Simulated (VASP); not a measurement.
Method: PBE GGA with spin-orbit coupling, VASP's PBE PAW potentials (set 64) (plane waves; VASP 6.6.1).

Input for VASP

### INCAR
```
# general
SYSTEM        = CuI
PREC          = Accurate
ENCUT         = 300
LREAL         = .False.   # projection in real space or not
LASPH         = .True.

# electronic loop
EDIFF         = 1E-6
NELM          = 100   # most electronic steps
ALGO          = Normal   # blocked Davidson
LMAXMIX       = 4   # l cut-off of mixed one-centre charges

# smearing
ISMEAR        = -1   # Fermi-Dirac
SIGMA         = 0.01

# functional
GGA           = PE   # PBE
GGA_COMPAT    = .False.

# spin
MAGMOM        = 0.0 0.0 0.0 0.0 0.0 0.0
LSORBIT       = .True.
LNONCOLLINEAR = .True.

# ions
ISIF          = 2   # forces and stress, cell fixed

# output
LWAVE         = .False.
LCHARG        = .False.
LORBIT        = 11
```

KPOINTS:
```
Automatic mesh
0
Gamma
5 5 5
0 0 0
```

**POSCAR**
```
CuI
1
    0.0000000000     3.0250000000     3.0250000000
    3.0250000000     0.0000000000     3.0250000000
    3.0250000000     3.0250000000     0.0000000000
Cu I
1 1
Direct
  0.0000000000   0.0000000000   0.0000000000
  0.2500000000   0.2500000000   0.2500000000
```

POTCAR, in this order: Cu I (PBE.64 set). Program: vasp_ncl.

Output

### OSZICAR
```
       N       E                     dE             d eps       ncg     rms          rms(c)
DAV:   1     0.113595121226E+03    0.11360E+03   -0.53595E+03   728   0.949E+02
DAV:   2     0.317017377577E+01   -0.11042E+03   -0.10494E+03   736   0.254E+02
DAV:   3    -0.547865498146E+01   -0.86488E+01   -0.84899E+01   984   0.883E+01
DAV:   4    -0.588530541656E+01   -0.40665E+00   -0.40585E+00   954   0.187E+01
DAV:   5    -0.590332905477E+01   -0.18024E-01   -0.18023E-01  1094   0.373E+00    0.634E+00
DAV:   6    -0.581966674699E+01    0.83662E-01   -0.34465E+00   852   0.506E+01    0.402E+00
DAV:   7    -0.568188285948E+01    0.13778E+00   -0.80579E-01   852   0.304E+01    0.236E+00
DAV:   8    -0.568724629025E+01   -0.53634E-02   -0.65727E-02  1124   0.445E+00    0.111E+00
DAV:   9    -0.568298253213E+01    0.42638E-02   -0.12329E-02   984   0.321E+00    0.283E-01
DAV:  10    -0.568242461914E+01    0.55791E-03   -0.26860E-03  1114   0.128E+00    0.176E-01
DAV:  11    -0.568251859876E+01   -0.93980E-04   -0.64121E-04  1118   0.389E-01    0.865E-02
DAV:  12    -0.568252915411E+01   -0.10555E-04   -0.75154E-05  1010   0.245E-01    0.611E-02
DAV:  13    -0.568252714983E+01    0.20043E-05   -0.62620E-06  1104   0.524E-02    0.517E-02
DAV:  14    -0.568252487161E+01    0.22782E-05   -0.12380E-05  1044   0.103E-01    0.133E-02
DAV:  15    -0.568252590795E+01   -0.10363E-05   -0.43415E-06  1088   0.239E-02    0.492E-03
DAV:  16    -0.568252582904E+01    0.78903E-07   -0.57013E-08   412   0.401E-03
   1 F= -.56825258E+01 E0= -.56825258E+01  d E =-.595654E-11  mag=     0.0000     0.0000     0.0000
```

**OUTCAR**
```
------------------------ aborting loop because EDIFF is reached ----------------------------------------
  FORCE on cell =-STRESS in cart. coord.  units (eV):
  Direction    XX          YY          ZZ          XY          YZ          ZX
  --------------------------------------------------------------------------------------
  Total        0.0734979      0.0734979      0.0734979      0.0000000     -0.0000000      0.0000000
  in kB        2.1270570      2.1270570      2.1270570      0.0000000     -0.0000000      0.0000000
  external PRESSURE =       2.1270570 kB  Pullay stress =       0.0000000 kB
  volume of cell :       55.36
      direct lattice vectors                 reciprocal lattice vectors
     0.000000000  3.025000000  3.025000000    -0.165289256  0.165289256  0.165289256
     3.025000000  0.000000000  3.025000000     0.165289256 -0.165289256  0.165289256
     3.025000000  3.025000000  0.000000000     0.165289256  0.165289256 -0.165289256
  FREE ENERGIE OF THE ION-ELECTRON SYSTEM (eV)
  ---------------------------------------------------
  free  energy   TOTEN  =        -5.6825258290 eV

  energy  without entropy=       -5.6825258290  energy(sigma->0) =       -5.68252583

 total charge

# of ion       s       p       d       tot
------------------------------------------
    1        0.329   0.265   9.334   9.928
    2        1.492   2.765   0.054   4.311
--------------------------------------------------
tot          1.821   3.030   9.388  14.239

 magnetization (x)

# of ion       s       p       d       tot
------------------------------------------
    1       -0.000   0.000   0.000  -0.000
    2        0.000   0.000   0.000   0.000
--------------------------------------------------
tot         -0.000   0.000   0.000  -0.000

 magnetization (y)

# of ion       s       p       d       tot
------------------------------------------
    1        0.000   0.000   0.000   0.000
    2        0.000   0.000  -0.000  -0.000
--------------------------------------------------
tot          0.000   0.000  -0.000   0.000

 magnetization (z)

# of ion       s       p       d       tot
------------------------------------------
    1       -0.000   0.000  -0.000  -0.000
    2       -0.000   0.000  -0.000  -0.000
--------------------------------------------------
tot         -0.000   0.000  -0.000  -0.000

 Ion:    1  E_soc:     -0.0099890

 Ion:    2  E_soc:     -0.2528667
```
(Selected blocks of OUTCAR.)

At this cut-off the stress carries a Pulay error, which pulls relaxed volumes low.

The structure is a typed CuI crystal. The cell was not relaxed at this level. The run is one of a series of settings (GGA_COMPAT = .FALSE., LNONCOLLINEAR = .TRUE., LSORBIT = .TRUE., MAGMOM = 0.0 0.0 0.0 0.0 0.0 0.0, program vasp_ncl against the base run), some of them coarse on purpose.
